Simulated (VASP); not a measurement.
```
CdF2
1.0
    0.00000     2.75467     2.75467
    2.75467     0.00000     2.75467
    2.75467     2.75467     0.00000
Cd F
1 2
Direct
  0.00000   0.00000   0.00000
  0.25000   0.25000   0.25000
  0.75000   0.75000   0.75000
```

Method: r2SCAN meta-GGA, VASP's PBE PAW potentials (set 64) (plane waves; VASP 6.6.1). Run with 520 eV cut-off, 7×7×7 Γ-centred mesh, Gaussian smearing of 0.050 eV, potentials Cd F.

Task: What does the run give for the energy per atom (σ→0), pressure?

Result: 
The energy per atom (σ→0) is -11.227 eV/atom and the pressure comes out as -57.7 kbar.

The compound is CdF2 in the fluorite structure. This cell is one point of a volume scan, at 1.06 of the reference volume.
